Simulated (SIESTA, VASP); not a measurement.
An input for SIESTA (GGA PBEsol, numerical atomic orbitals DZP, PseudoDojo PBEsol standard norm-conserving potentials (rewritten from UPF to PSML)):

```
# files in the folder: Zr.psml O.psml (PseudoDojo PBEsol standard)
SystemName  ZrO2
SystemLabel ZrO2

NumberOfAtoms                6
NumberOfSpecies              2
%block ChemicalSpeciesLabel
  1 40 Zr
  2 8 O
%endblock ChemicalSpeciesLabel
LatticeConstant              1.0 Ang
%block LatticeVectors
     3.563448000    0.000000000    0.000000000
     0.000000000    3.563448000    0.000000000
     0.000000000    0.000000000    5.171863000
%endblock LatticeVectors
AtomicCoordinatesFormat      Ang
%block AtomicCoordinatesAndAtomicSpecies
     0.000000000    0.000000000    0.000000000  1
     1.781724000    1.781724000    2.585931500  1
     0.000000000    1.781724000    1.560713098  2
     0.000000000    1.781724000    4.146644598  2
     1.781724000    0.000000000    1.025218402  2
     1.781724000    0.000000000    3.611149902  2
%endblock AtomicCoordinatesAndAtomicSpecies

XC.functional                GGA
XC.authors                   PBEsol
PAO.BasisSize                DZP
PAO.EnergyShift              0.01 Ry
MeshCutoff                   400 Ry
%block kgrid.MonkhorstPack
    9   0   0  0.0
    0   9   0  0.0
    0   0   7  0.0
%endblock kgrid.MonkhorstPack
OccupationFunction           FD
ElectronicTemperature        10 K

MaxSCFIterations             150
SCF.Mixer.Method             Pulay
SCF.Mixer.Weight             0.25
SCF.Mixer.History            6
SCF.DM.Tolerance             1.0E-05
Diag.ParallelOverK           true
WriteForces                  true
```

Task: Translate it to VASP.

Result: One set of files that does it:

### KPOINTS
```
kpoints
0
G
  9 9 7
```

### INCAR
```
SYSTEM = ZrO2
PREC = Accurate; ENCUT = 400; LREAL = .False.
LASPH = .True.
EDIFF = 1E-6; NELM = 100; ALGO = Normal
LMAXMIX = 4
ISMEAR = 0; SIGMA = 0.01
GGA = PS
ISIF = 2
LWAVE = .False.; LCHARG = .False.
```

### POSCAR
```
ZrO2
1
    3.5634480000     0.0000000000     0.0000000000
    0.0000000000     3.5634480000     0.0000000000
    0.0000000000     0.0000000000     5.1718630000
Zr O
2 4
Direct
  0.0000000000   0.0000000000   0.0000000000
  0.5000000000   0.5000000000   0.5000000000
  0.0000000000   0.5000000000   0.3017700000
  0.0000000000   0.5000000000   0.8017700000
  0.5000000000   0.0000000000   0.1982300000
  0.5000000000   0.0000000000   0.6982300000
```

POTCAR, in this order: Zr_sv O (PBE.64 set). Program: vasp_std.

Both inputs were run and reached self-consistency, which says nothing on mesh or cut-off. Potentials, basis and cut-offs are each code's own, so they don't translate, and total energies aren't comparable.

Fixed occupations appear in VASP as a very narrow Gaussian smearing.

The structure comes from a computed database's ZrO2 entry (P4_2/nmc); how it stands against other phases isn't given here. The cell was not relaxed at this level, and it may have been scaled.
